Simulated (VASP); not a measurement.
Wanted: an ASE script for a VASP 6.6.1 run.

| Quantity | Value |
| --- | --- |
| Task | single point |
| Functional | revPBE |
| Dispersion | dDsC |
| Potentials or basis | VASP PAW PBE potentials, release 54 (Cr_pv, Mg, Cu) |
| Cutoff | 520 eV |
| k mesh | 5 × 5 × 6 |
| Occupations | tetrahedron, uncorrected, width 0.5 eV |
| Spin | collinear spin, ferromagnetic start |
| Starting moments | [3.0, 0.0, 0.0, 0.0, 0.6, 0.0, 0.0, 0.0] μB |
| Further INCAR settings | ALGO = Fast; EDIFF = 1.00e-06 |

Crystal: Mg6CrCu.

```
Cr Mg Cu
1.0
     0.00000    3.10593   -5.33489
     0.00000    3.10593    5.33489
     4.97159    0.00000    0.00000
Cr Mg Cu
1 6 1
Direct
  0.66711 0.33289 0.50000
  0.82998 0.17002 0.00000
  0.83787 0.66389 0.00000
  0.33611 0.16213 0.00000
  0.32931 0.67069 0.00000
  0.66810 0.83503 0.50000
  0.16497 0.33190 0.50000
  0.16655 0.83345 0.50000
```

The cell comes from a database or a generator and needn't be the stable form of this composition.

The cell isn't the ideal one: volume scaled by 1.04.

These files were run (other wordings do the same):

run.py

```python
from ase.calculators.vasp import Vasp
from ase.dft.bandgap import bandgap
from ase.spacegroup import crystal

atoms = crystal(
    ['Cu', 'Cr', 'Mg', 'Mg', 'Mg', 'Mg'],
    basis=[[0.5, 0.5, 0.333452], [0.5, 0.5, 0.832893], [0.0, 0.5, 0.670018], [0.0, 0.5, 0.170692], [0.0, 0.75088, 0.91301], [0.5, 0.751567, 0.083464]],
    spacegroup=38,
    setting=1,
    cellpar=[4.97159143, 6.21186571, 10.66977823, 90.0, 90.0, 90.0],
    primitive_cell=True,
)
atoms.set_initial_magnetic_moments([3.0, 0.0, 0.0, 0.0, 0.6, 0.0, 0.0, 0.0])
calc = Vasp(
    directory='calc',
    xc='revpbe',
    pp='PBE',
    setups='recommended',
    pp_version='54',
    prec='Accurate',
    encut=520,
    ediff=1e-06,
    ismear=-4,
    sigma=0.5,
    lreal=False,
    lasph=True,
    nelm=150,
    algo='Fast',
    isif=2,
    lwave=False,
    lcharg=False,
    ispin=2,
    lorbit=11,
    lmaxmix=4,
    ivdw=4,
    kpts=[5, 5, 6],
    gamma=True,
)
atoms.calc = calc

print('energy (eV):', atoms.get_potential_energy())
print('free energy (eV):', atoms.get_potential_energy(force_consistent=True))
print('forces (eV/A):')
print(atoms.get_forces())
print('stress (eV/A^3, Voigt):', atoms.get_stress())
print('Fermi level (eV):', calc.get_fermi_level())
print('moment (muB):', atoms.get_magnetic_moment())
print('site moments (muB):', atoms.get_magnetic_moments())
gap, top, bottom = bandgap(calc)
print('band gap (eV):', gap, 'from (spin, k, band)', top, 'to', bottom)
```

Potentials or basis: VASP PAW PBE potentials, release 54 (Cr_pv, Mg, Cu).

The run is started by

```bash
$ python run.py
```

It gave:

- Pressure: -3.0 GPa
- Largest force: 0.067 eV/Å
- Band gap on the k mesh: none (metal or under the smearing width)
- Net moment: 4.23 μB per cell
- Site moments: Cr +3.73; Mg -0.00, +0.01, -0.01; Cu +0.00 μB
- Valence electrons inside the program's atomic spheres: Cr 10.47; Mg 0.37, 0.35; Cu 9.79
- Hirshfeld charges: Cr -0.03; Mg -0.01, +0.02, +0.04, +0.03; Cu -0.08 e
- Dispersion energy per atom: -0.276 eV

Caveat: the PAW data sets were made with another functional, which shifts forces and pressure a little; pairwise dispersion overbinds metals, which lowers pressure and volume.

Run time: 8.2 min on 1 thread of Intel(R) Xeon(R) Platinum 8259CL CPU @ 2.50GHz (Skylake/Cascade Lake), with other jobs on the host, peak memory 0.53 GiB.
